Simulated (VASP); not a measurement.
Cost and result of VASP (PAW) for the lattice constant a of AgBr (rock salt). Static lattice. The cost counts the five points of the equation of state, each on the mesh and cut-off of its row, so the ratios hold those differences too. With PBE it took about 60 core-seconds. The timings are rough (shared machines, no repeats); factors under 2 mean little.

```json
[
 {"level": "LDA", "k-mesh": "8×8×8", "cut-off (eV)": "520", "lattice constant a (Å)": "5.588", "cost over PBE": "within a factor of 2"},
 {"level": "PBEsol", "k-mesh": "8×8×8", "cut-off (eV)": "520", "lattice constant a (Å)": "…", "cost over PBE": "within a factor of 2"},
 {"level": "PBE", "k-mesh": "8×8×8", "cut-off (eV)": "520", "lattice constant a (Å)": "5.840", "cost over PBE": "reference"},
 {"level": "HSE06", "k-mesh": "6×6×6", "cut-off (eV)": "520", "lattice constant a (Å)": "5.829", "cost over PBE": "about 60 times"},
 {"level": "HSEsol", "k-mesh": "6×6×6", "cut-off (eV)": "520", "lattice constant a (Å)": "…", "cost over PBE": "about 60 times"}
]
```

Problem. Fill in the missing entries.

Solution. 
- PBEsol, lattice constant a (Å): 5.674
- HSEsol, lattice constant a (Å): 5.707

Left out are levels that failed, ran on another kind of processor or have no fit band path; at most nine are shown.

The compound is AgBr in the rock salt structure.
